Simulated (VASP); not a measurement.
Level of theory: LDA (Ceperley-Alder, Perdew-Zunger), VASP's LDA PAW potentials (set 64) (plane waves; VASP).

VASP input:

POSCAR:
```
Os
1
    1.3650000000    -2.3642490000     0.0000000000
    1.3650000000     2.3642490000     0.0000000000
    0.0000000000     0.0000000000     4.3200000000
Os
2
Direct
  0.3333330000   0.6666670000   0.2500000000
  0.6666670000   0.3333330000   0.7500000000
```

**INCAR**
```
SYSTEM = Os
PREC = Accurate
ENCUT = 400
EDIFF = 1E-6
NELM = 100
ALGO = Normal
LREAL = .FALSE.
LASPH = .TRUE.
ISMEAR = 1
SIGMA = 0.1
LMAXMIX = 6
LWAVE = .FALSE.
LCHARG = .FALSE.
IBRION = 2
ISIF = 3
NSW = 60
EDIFFG = -0.01
```

**KPOINTS**
```
Automatic mesh
0
Gamma
14 14 8
0 0 0
```

POTCAR, in this order: Os (LDA.64 set). Program: vasp_std.

Output

File OSZICAR:
```
       N       E                     dE             d eps       ncg     rms          rms(c)
DAV:   1     0.745817414085E+02    0.74582E+02   -0.66479E+03  2888   0.103E+03
DAV:   2    -0.220312212560E+02   -0.96613E+02   -0.86465E+02  3256   0.347E+02
DAV:   3    -0.268197860539E+02   -0.47886E+01   -0.45376E+01  3348   0.668E+01
DAV:   4    -0.269085623696E+02   -0.88776E-01   -0.87952E-01  3152   0.861E+00
DAV:   5    -0.269095586539E+02   -0.99628E-03   -0.99582E-03  3272   0.754E-01    0.334E+01
DAV:   6    -0.256369430961E+02    0.12726E+01   -0.14852E+00  3052   0.113E+01    0.147E+01
DAV:   7    -0.252979110927E+02    0.33903E+00   -0.87726E-01  3248   0.848E+00    0.813E-01
DAV:   8    -0.252895640513E+02    0.83470E-02   -0.80462E-03  2940   0.735E-01    0.355E-01
DAV:   9    -0.252875239909E+02    0.20401E-02   -0.15309E-03  3116   0.439E-01    0.557E-02
DAV:  10    -0.252875374129E+02   -0.13422E-04   -0.25465E-05  3308   0.436E-02    0.116E-02
DAV:  11    -0.252875291557E+02    0.82571E-05   -0.25198E-06  2500   0.197E-02    0.178E-03
DAV:  12    -0.252875290988E+02    0.56908E-07   -0.20644E-07  1488   0.399E-03
   1 F= -.25287529E+02 E0= -.25287210E+02  d E =-.252875E+02
       N       E                     dE             d eps       ncg     rms          rms(c)
DAV:   1    -0.254678963343E+02   -0.18037E+00   -0.12268E+01  2880   0.313E+01    0.124E+01
DAV:   2    -0.251499682764E+02    0.31793E+00   -0.31708E-01  2944   0.586E+00    0.510E+00
DAV:   3    -0.250757148536E+02    0.74253E-01   -0.22377E-01  3288   0.478E+00    0.786E-01
DAV:   4    -0.250778642983E+02   -0.21494E-02   -0.53286E-03  2916   0.581E-01    0.136E-01
DAV:   5    -0.250781425437E+02   -0.27825E-03   -0.12471E-03  3440   0.374E-01    0.921E-02
DAV:   6    -0.250782116277E+02   -0.69084E-04   -0.70929E-05  2888   0.740E-02    0.259E-02
DAV:   7    -0.250782123025E+02   -0.67481E-06   -0.14996E-06  2340   0.162E-02
   2 F= -.25078212E+02 E0= -.25077897E+02  d E =0.209317E+00
       N       E                     dE             d eps       ncg     rms          rms(c)
DAV:   1    -0.255609767404E+02   -0.48277E+00   -0.81990E+00  2880   0.250E+01    0.983E+00
DAV:   2    -0.253411274630E+02    0.21985E+00   -0.23658E-01  2952   0.502E+00    0.411E+00
DAV:   3    -0.252959432623E+02    0.45184E-01   -0.15089E-01  3328   0.380E+00    0.369E-01
DAV:   4    -0.252966745515E+02   -0.73129E-03   -0.26368E-03  2940   0.387E-01    0.793E-02
DAV:   5    -0.252970059981E+02   -0.33145E-03   -0.40944E-04  3156   0.160E-01    0.256E-02
DAV:   6    -0.252970488739E+02   -0.42876E-04   -0.40552E-05  3032   0.585E-02    0.167E-02
DAV:   7    -0.252970521347E+02   -0.32608E-05   -0.11592E-06  1864   0.120E-02    0.402E-03
DAV:   8    -0.252970521253E+02    0.93563E-08   -0.21500E-07  1464   0.452E-03
   3 F= -.25297052E+02 E0= -.25296759E+02  d E =-.952303E-02
       N       E                     dE             d eps       ncg     rms          rms(c)
DAV:   1    -0.252970775870E+02   -0.25452E-04   -0.40566E-04  2888   0.176E-01    0.667E-02
DAV:   2    -0.252970666504E+02    0.10937E-04   -0.11691E-05  2964   0.346E-02    0.269E-02
DAV:   3    -0.252970642714E+02    0.23789E-05   -0.77532E-06  2884   0.274E-02    0.356E-03
DAV:   4    -0.252970643129E+02   -0.41487E-07   -0.12228E-07  1448   0.274E-03
   4 F= -.25297064E+02 E0= -.25296772E+02  d E =-.953521E-02
       N       E                     dE             d eps       ncg     rms          rms(c)
DAV:   1    -0.252970670008E+02   -0.27294E-05   -0.15697E-04  2888   0.109E-01    0.408E-02
DAV:   2    -0.252970627545E+02    0.42463E-05   -0.45241E-06  2892   0.215E-02    0.162E-02
DAV:   3    -0.252970618088E+02    0.94571E-06   -0.26016E-06  1764   0.170E-02
   5 F= -.25297062E+02 E0= -.25296770E+02  d E =-.953271E-02
       N       E                     dE             d eps       ncg     rms          rms(c)
DAV:   1    -0.252977207155E+02   -0.65796E-03   -0.54907E-02  2948   0.206E+00    0.150E-01
DAV:   2    -0.252971693146E+02    0.55140E-03   -0.62864E-04  3412   0.326E-01    0.735E-02
DAV:   3    -0.252970055479E+02    0.16377E-03   -0.31870E-04  3148   0.151E-01    0.189E-02
DAV:   4    -0.252970060219E+02   -0.47401E-06   -0.16517E-05  2936   0.506E-02    0.839E-03
DAV:   5    -0.252970055395E+02    0.48246E-06   -0.76481E-07  1560   0.778E-03
   6 F= -.25297006E+02 E0= -.25296710E+02  d E =0.562693E-04
       N       E                     dE             d eps       ncg     rms          rms(c)
DAV:   1    -0.252973955880E+02   -0.38957E-03   -0.16728E-02  2948   0.114E+00    0.819E-02
DAV:   2    -0.252972259954E+02    0.16959E-03   -0.19212E-04  3408   0.180E-01    0.404E-02
DAV:   3    -0.252971760403E+02    0.49955E-04   -0.96808E-05  3144   0.835E-02    0.103E-02
DAV:   4    -0.252971761807E+02   -0.14041E-06   -0.50585E-06  2800   0.281E-02
   7 F= -.25297176E+02 E0= -.25296886E+02  d E =-.114372E-03
       N       E                     dE             d eps       ncg     rms          rms(c)
DAV:   1    -0.252971759795E+02    0.60737E-07   -0.36674E-06  2944   0.174E-02    0.130E-03
DAV:   2    -0.252971759538E+02    0.25765E-07   -0.37370E-08  1460   0.231E-03
   8 F= -.25297176E+02 E0= -.25296885E+02  d E =-.114145E-03
       N       E                     dE             d eps       ncg     rms          rms(c)
DAV:   1    -0.252972188423E+02   -0.42863E-04   -0.21094E-03  2880   0.401E-01    0.153E-01
DAV:   2    -0.252971613836E+02    0.57459E-04   -0.62116E-05  2936   0.794E-02    0.615E-02
DAV:   3    -0.252971489743E+02    0.12409E-04   -0.40457E-05  3312   0.625E-02    0.791E-03
DAV:   4    -0.252971492160E+02   -0.24172E-06   -0.66871E-07  1484   0.631E-03
   9 F= -.25297149E+02 E0= -.25296857E+02  d E =0.267377E-04
       N       E                     dE             d eps       ncg     rms          rms(c)
DAV:   1    -0.252972190379E+02   -0.70064E-04   -0.12196E-03  2880   0.305E-01    0.118E-01
DAV:   2    -0.252971860877E+02    0.32950E-04   -0.35826E-05  2936   0.602E-02    0.478E-02
DAV:   3    -0.252971788624E+02    0.72252E-05   -0.23385E-05  3300   0.474E-02    0.575E-03
DAV:   4    -0.252971789675E+02   -0.10508E-06   -0.36843E-07  1452   0.472E-03
  10 F= -.25297179E+02 E0= -.25296888E+02  d E =-.301376E-05
```

File OUTCAR:
```
------------------------ aborting loop because EDIFF is reached ----------------------------------------
  FORCE on cell =-STRESS in cart. coord.  units (eV):
  Direction    XX          YY          ZZ          XY          YZ          ZX
  --------------------------------------------------------------------------------------
  Total        0.0008448      0.0008448     -0.0042071      0.0000000      0.0000000     -0.0000000
  in kB        0.0492846      0.0492846     -0.2454402      0.0000000      0.0000000     -0.0000000
  external PRESSURE =      -0.0489570 kB  Pullay stress =       0.0000000 kB
  volume of cell :       27.46
      direct lattice vectors                 reciprocal lattice vectors
     1.359853850 -2.355335610  0.000000000     0.367686572 -0.212283973  0.000000000
     1.359853850  2.355335610 -0.000000000     0.367686572  0.212283973  0.000000000
    -0.000000000 -0.000000000  4.287141179     0.000000000  0.000000000  0.233255673
 POSITION                                       TOTAL-FORCE (eV/Angst)
 -----------------------------------------------------------------------------------
      1.35985      0.78511      1.07179        -0.000000     -0.000000      0.000000
      1.35985     -0.78511      3.21536         0.000000      0.000000      0.000000
 -----------------------------------------------------------------------------------
    total drift:                               -0.000000      0.000023     -0.000020
  FREE ENERGIE OF THE ION-ELECTRON SYSTEM (eV)
  ---------------------------------------------------
  free  energy   TOTEN  =       -25.2971789675 eV

  energy  without entropy=      -25.2963063163  energy(sigma->0) =      -25.29688808

 reached required accuracy - stopping structural energy minimisation
```
(Selected blocks of OUTCAR.)

**CONTCAR**
```
Os
   1.00000000000000
     1.3598538495404928   -2.3553356099339124    0.0000000000000000
     1.3598538495404928    2.3553356099339124   -0.0000000000000000
    -0.0000000000000000   -0.0000000000000000    4.2871411788510034
  Os
     2
Direct
     0.3333330000000032    0.6666669999999968    0.2500000000000000
     0.6666669999999968    0.3333330000000032    0.7500000000000000
```

The compound is Os in the hcp structure. This run relaxes it. Symmetry was kept, so distortions that lower it aren't found.
